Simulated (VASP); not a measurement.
Energy against volume of BaZrO3 (cubic perovskite). All values below come from revTPSS meta-GGA, VASP's PBE PAW potentials (set 64) (plane waves; VASP). Run with 520 eV cut-off, 5×5×5 Γ-centred mesh, Gaussian smearing of 0.050 eV, potentials Ba_sv Zr_sv O.

| V (Å³/atom) | E (eV/atom) |
|---|---|
| 14.560 | -2.65806 |
| 15.010 | -2.66555 |
| 15.460 | -2.65970 |
| 15.911 | -2.64247 |

Problem. Fit these four points and predict the energy of the run at 14.109 Å³/atom.

Solution. A cubic in V^(−2/3), the third-order Birch-Murnaghan form, passes through the four points with V0 = 15.03 Å³/atom and B0 = 157 GPa, and gives -2.6348 eV/atom there. The run gave -2.6348 eV/atom, -0.0 meV/atom from the fit; all five points give B0 = 157 GPa.

The compound is BaZrO3 in the cubic perovskite structure. It was relaxed first.
